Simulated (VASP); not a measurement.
Method: MS2 meta-GGA, VASP's PBE PAW potentials (set 64) (plane waves; VASP).

VASP ran on this input.

**POSCAR**
```
Sr
1.0
  0.0000000000   2.9591203721   2.9591203721
  2.9591203721   0.0000000000   2.9591203721
  2.9591203721   2.9591203721   0.0000000000
Sr
1
Cartesian
  0.0000000000   0.0000000000   0.0000000000
```

File KPOINTS:
```
Automatic
0
G
11 11 11
```

### INCAR
```
ALGO = Normal
EDIFF = 1E-7
ENCUT = 520
ISIF = 2
ISMEAR = 1
LASPH = T
LCHARG = F
LMAXMIX = 4
LMIXTAU = T
LREAL = F
LWAVE = F
METAGGA = MS2
NELM = 100
PREC = Accurate
SIGMA = 0.1
SYSTEM = Sr
```

POTCAR, in this order: Sr_sv (PBE.64 set). Program: vasp_std.

The resulting files:

**OUTCAR**
```
 ion  position               nearest neighbor table
   1  0.000  0.000  0.000-
  LATTYP: Found a face centered cubic cell.
 ALAT       =     5.9182407442
 Subroutine PRICEL returns:
 Original cell was already a primitive cell.
 Subroutine GETGRP returns: Found 48 space group operations
The static configuration has the point symmetry O_h .
The dynamic configuration has the point symmetry O_h .
 Subroutine INISYM returns: Found 48 space group operations
 Subroutine IBZKPT returns following result:
 Found     56 irreducible k-points:

 Following reciprocal coordinates:
            Coordinates               Weight
  0.000000  0.000000  0.000000      1.000000
  0.090909  0.000000  0.000000      8.000000
  0.181818  0.000000  0.000000      8.000000
  0.272727  0.000000  0.000000      8.000000
  0.363636  0.000000  0.000000      8.000000
  0.454545  0.000000  0.000000      8.000000
  0.090909  0.090909  0.000000      6.000000
  0.181818  0.090909  0.000000     24.000000
  0.272727  0.090909  0.000000     24.000000
  0.363636  0.090909  0.000000     24.000000
  0.454545  0.090909  0.000000     24.000000
 -0.454545  0.090909  0.000000     24.000000
 -0.363636  0.090909  0.000000     24.000000
 -0.272727  0.090909  0.000000     24.000000
 -0.181818  0.090909  0.000000     24.000000
 -0.090909  0.090909  0.000000     12.000000
  0.181818  0.181818  0.000000      6.000000
  0.272727  0.181818  0.000000     24.000000
  0.363636  0.181818  0.000000     24.000000
  0.454545  0.181818  0.000000     24.000000
 -0.454545  0.181818  0.000000     24.000000
 -0.363636  0.181818  0.000000     24.000000
 -0.272727  0.181818  0.000000     24.000000
 -0.181818  0.181818  0.000000     12.000000
  0.272727  0.272727  0.000000      6.000000
  0.363636  0.272727  0.000000     24.000000
  0.454545  0.272727  0.000000     24.000000
 -0.454545  0.272727  0.000000     24.000000
 -0.363636  0.272727  0.000000     24.000000
 -0.272727  0.272727  0.000000     12.000000
  0.363636  0.363636  0.000000      6.000000
  0.454545  0.363636  0.000000     24.000000
 -0.454545  0.363636  0.000000     24.000000
 -0.363636  0.363636  0.000000     12.000000
  0.454545  0.454545  0.000000      6.000000
 -0.454545  0.454545  0.000000     12.000000
  0.272727  0.181818  0.090909     24.000000
  0.363636  0.181818  0.090909     48.000000
  0.454545  0.181818  0.090909     48.000000
 -0.454545  0.181818  0.090909     48.000000
   k-points           NKPTS =     56   k-points in BZ     NKDIM =     56   number of bands    NBANDS=      9
   number of dos      NEDOS =    301   number of ions     NIONS =      1
   total plane-waves  NPLWV =  32768
   dimension x,y,z NGX =    32 NGY =   32 NGZ =   32
   dimension x,y,z NGXF=    64 NGYF=   64 NGZF=   64
   ions per type =               1
   PREC   = accura    normal or accurate (medium, high low for compatibility)
   ISTART =      0    job   : 0-new  1-cont  2-samecut
   ICHARG =      2    charge: 1-file 2-atom 10-const
   ISPIN  =      1    spin polarized calculation?
   LNONCOLLINEAR =      F non collinear calculations
   LSORBIT =      F    spin-orbit coupling
   INIWAV =      1    electr: 0-lowe 1-rand  2-diag
   ENCUT  =  520.0 eV  38.22 Ry    6.18 a.u.   7.78  7.78  7.78*2*pi/ulx,y,z
   NELM   =    100;   NELMIN=  2; NELMDL= -5     # of ELM steps
   EDIFF  = 0.1E-06   stopping-criterion for ELM
   LREAL  =      F    real-space projection
   NLSPLINE    = F    spline interpolate recip. space projectors
   LMAXMIX     =    4 max onsite mixed and CHGCAR
   VOSKOWN=      0    Vosko Wilk Nusair interpolation
...
```

File OSZICAR:
```
       N       E                     dE             d eps       ncg     rms          rms(c)
DAV:   1     0.281006031626E+02    0.28101E+02   -0.47835E+03  1016   0.924E+02
DAV:   2    -0.144689212123E+02   -0.42570E+02   -0.41539E+02  1121   0.172E+02
DAV:   3    -0.208994190400E+02   -0.64305E+01   -0.63299E+01  1757   0.415E+01
DAV:   4    -0.210836457533E+02   -0.18423E+00   -0.18389E+00  1373   0.693E+00
DAV:   5    -0.210911038422E+02   -0.74581E-02   -0.74535E-02  1639   0.112E+00    0.523E+01
DAV:   6    -0.319130047215E+01    0.17900E+02   -0.38969E+02  1055   0.970E+01    0.263E+01
DAV:   7    -0.645409897774E+01   -0.32628E+01   -0.49571E+00  1111   0.194E+01    0.308E+01
DAV:   8    -0.143434170436E+02   -0.78893E+01   -0.19226E+00  1460   0.193E+01    0.409E+01
DAV:   9    -0.133678258076E+02    0.97559E+00   -0.49960E-02  1217   0.309E+00    0.372E+01
DAV:  10    -0.305243702141E+01    0.10315E+02   -0.34607E+00  1020   0.319E+01    0.778E+00
DAV:  11    -0.210981791390E+01    0.94262E+00   -0.58747E-01  1105   0.870E+00    0.793E+00
DAV:  12    -0.209934147998E+01    0.10476E-01   -0.42142E-02  1096   0.237E+00    0.817E+00
DAV:  13    -0.225910918419E+01   -0.15977E+00   -0.11978E-01  1013   0.562E+00    0.739E+00
DAV:  14    -0.201521307697E+01    0.24390E+00   -0.15834E-01  1016   0.450E+00    0.715E+00
DAV:  15    -0.169141189552E+01    0.32380E+00   -0.45568E-01  1013   0.594E+00    0.791E+00
DAV:  16    -0.985700731656E+00    0.70571E+00   -0.15995E+00  1298   0.121E+01    0.741E+00
DAV:  17    -0.174339159450E+01   -0.75769E+00   -0.11196E+00  1130   0.100E+01    0.756E+00
DAV:  18    -0.170590711703E+01    0.37484E-01   -0.11654E-01  1494   0.369E+00    0.827E+00
DAV:  19    -0.241181742797E+01   -0.70591E+00   -0.42353E-01  1469   0.569E+00    0.112E+01
DAV:  20    -0.246973329540E+01   -0.57916E-01   -0.49427E-02  1036   0.355E+00    0.101E+01
DAV:  21    -0.251183699727E+01   -0.42104E-01   -0.15307E-01  1014   0.560E+00    0.701E+00
DAV:  22    -0.233227533333E+01    0.17956E+00   -0.15129E-01  1069   0.397E+00    0.509E+00
DAV:  23    -0.233237762192E+01   -0.10229E-03   -0.13151E-02  1193   0.115E+00    0.498E+00
DAV:  24    -0.236128967871E+01   -0.28912E-01   -0.56461E-02  1012   0.310E+00    0.526E+00
DAV:  25    -0.231901233508E+01    0.42277E-01   -0.30544E-02  1012   0.191E+00    0.449E+00
DAV:  26    -0.229643834827E+01    0.22574E-01   -0.23088E-02  1010   0.206E+00    0.403E+00
DAV:  27    -0.231297166160E+01   -0.16533E-01   -0.24212E-02  1010   0.206E+00    0.357E+00
DAV:  28    -0.232770535779E+01   -0.14734E-01   -0.81793E-03  1010   0.121E+00    0.306E+00
DAV:  29    -0.232560790343E+01    0.20975E-02   -0.11512E-02  1009   0.169E+00    0.266E+00
DAV:  30    -0.232488786948E+01    0.72003E-03   -0.28678E-04  1742   0.102E-01    0.263E+00
DAV:  31    -0.230883652777E+01    0.16051E-01   -0.30021E-02  1008   0.187E+00    0.287E+00
DAV:  32    -0.233978903996E+01   -0.30953E-01   -0.74669E-03  1041   0.105E+00    0.283E+00
DAV:  33    -0.233491705804E+01    0.48720E-02   -0.17308E-02  1008   0.198E+00    0.365E+00
DAV:  34    -0.202373658183E+01    0.31118E+00   -0.17705E-01  1071   0.515E+00    0.384E+00
DAV:  35    -0.229403218245E+01   -0.27030E+00   -0.21370E-01  1027   0.519E+00    0.140E+00
DAV:  36    -0.227513539891E+01    0.18897E-01   -0.19862E-02  1033   0.158E+00    0.876E-01
DAV:  37    -0.212304641136E+01    0.15209E+00   -0.28371E-01  1026   0.704E+00    0.993E-01
DAV:  38    -0.214731898684E+01   -0.24273E-01   -0.30237E-02  1010   0.232E+00    0.939E-01
DAV:  39    -0.216773832797E+01   -0.20419E-01   -0.24646E-02  1008   0.200E+00    0.202E-01
DAV:  40    -0.216219080594E+01    0.55475E-02   -0.18549E-02  1012   0.148E+00    0.135E-01
DAV:  41    -0.216860546233E+01   -0.64147E-02   -0.17002E-02  1008   0.132E+00    0.293E-01
DAV:  42    -0.216404454786E+01    0.45609E-02   -0.11719E-02  1008   0.138E+00    0.253E-01
DAV:  43    -0.216456506716E+01   -0.52052E-03   -0.63754E-04  1498   0.276E-01    0.253E-01
DAV:  44    -0.216448497900E+01    0.80088E-04   -0.52913E-04  1015   0.314E-01    0.578E-02
DAV:  45    -0.216491431349E+01   -0.42933E-03   -0.14645E-03  1012   0.471E-01    0.618E-02
DAV:  46    -0.216485527158E+01    0.59042E-04   -0.18151E-04  1018   0.165E-01    0.463E-02
DAV:  47    -0.216501829221E+01   -0.16302E-03   -0.57012E-04  1012   0.321E-01    0.910E-03
DAV:  48    -0.216501252638E+01    0.57658E-05   -0.46680E-05  1046   0.991E-02    0.803E-03
DAV:  49    -0.216503165376E+01   -0.19127E-04   -0.51957E-05  1016   0.782E-02    0.531E-03
DAV:  50    -0.216503446454E+01   -0.28108E-05   -0.10220E-05  1061   0.401E-02    0.761E-03
DAV:  51    -0.216503539894E+01   -0.93439E-06   -0.19774E-05  1014   0.484E-02    0.781E-03
DAV:  52    -0.216503491598E+01    0.48296E-06   -0.75332E-06  1018   0.352E-02    0.717E-03
DAV:  53    -0.216503432854E+01    0.58744E-06   -0.12719E-06  1026   0.154E-02    0.559E-03
DAV:  54    -0.216503412144E+01    0.20710E-06   -0.75426E-07  1079   0.943E-03    0.281E-03
DAV:  55    -0.216503453394E+01   -0.41249E-06   -0.50544E-07  1060   0.980E-03    0.198E-03
DAV:  56    -0.216503513538E+01   -0.60144E-06   -0.13072E-06  1032   0.108E-02    0.203E-03
DAV:  57    -0.216503530624E+01   -0.17087E-06   -0.21778E-07  1293   0.492E-03    0.170E-03
DAV:  58    -0.216503547069E+01   -0.16445E-06   -0.43093E-07  1018   0.656E-03    0.135E-03
DAV:  59    -0.216503545159E+01    0.19099E-07   -0.30099E-07  1081   0.548E-03
   1 F= -.21650355E+01 E0= -.21650664E+01  d E =0.928030E-04
```

### OUTCAR
```
------------------------ aborting loop because EDIFF is reached ----------------------------------------
  FORCE on cell =-STRESS in cart. coord.  units (eV):
  Direction    XX          YY          ZZ          XY          YZ          ZX
  --------------------------------------------------------------------------------------
  Total        0.2624173      0.2624173      0.2624173      0.0000000      0.0000000      0.0000000
  in kB        8.1130677      8.1130677      8.1130677      0.0000000      0.0000000      0.0000000
  external PRESSURE =       8.1130677 kB  Pullay stress =       0.0000000 kB
  volume of cell :       51.82
      direct lattice vectors                 reciprocal lattice vectors
     0.000000000  2.959120372  2.959120372    -0.168969132  0.168969132  0.168969132
     2.959120372  0.000000000  2.959120372     0.168969132 -0.168969132  0.168969132
     2.959120372  2.959120372  0.000000000     0.168969132  0.168969132 -0.168969132
 POSITION                                       TOTAL-FORCE (eV/Angst)
 -----------------------------------------------------------------------------------
      0.00000      0.00000      0.00000         0.000000     -0.000000      0.000000
 -----------------------------------------------------------------------------------
    total drift:                                0.000000      0.000000      0.000000
  FREE ENERGIE OF THE ION-ELECTRON SYSTEM (eV)
  ---------------------------------------------------
  free  energy   TOTEN  =        -2.1650354516 eV

  energy  without entropy=       -2.1651282546  energy(sigma->0) =       -2.16506639
```
(Selected blocks of OUTCAR.)

The compound is Sr in the fcc structure. This cell is one point of a volume scan, at 0.94 of the reference volume.
